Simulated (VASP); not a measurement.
Data:

```
CELL_PARAMETERS angstrom
      4.98154     0.00000     0.00000
      0.00000     4.98154     0.00000
      0.00000     0.00000     3.41070
ATOMIC_POSITIONS crystal
  Pb 0.00000 0.00000 0.00000
  Pb 0.50000 0.50000 0.50000
  O  0.30726 0.30726 0.00000
  O  0.80726 0.19274 0.50000
  O  0.19274 0.80726 0.50000
  O  0.69274 0.69274 0.00000
```

Level of theory: SCAN meta-GGA, VASP's PBE PAW potentials (set 64) (plane waves; VASP). Run with 520 eV cut-off, 5×5×7 Γ-centred mesh, tetrahedra with Blöchl corrections, potentials Pb_d O.

The path is coarsely sampled, so an indirect gap can come out somewhat too large. Unless said otherwise, spin-orbit coupling is left out, though it shifts the bands of the heavy elements here.

What does the run give for the energy per atom (σ→0), band gap (over mesh and band path) with the smallest direct gap where there is one?

```
Property                                                 Value
---------------------------------------------  ---------------
band gap (over mesh and band path)                     0.03 eV
smallest direct gap (over mesh and band path)          0.08 eV
energy per atom (σ→0)                          -30.272 eV/atom
```

The compound is PbO2 in the rutile structure. It was relaxed first.
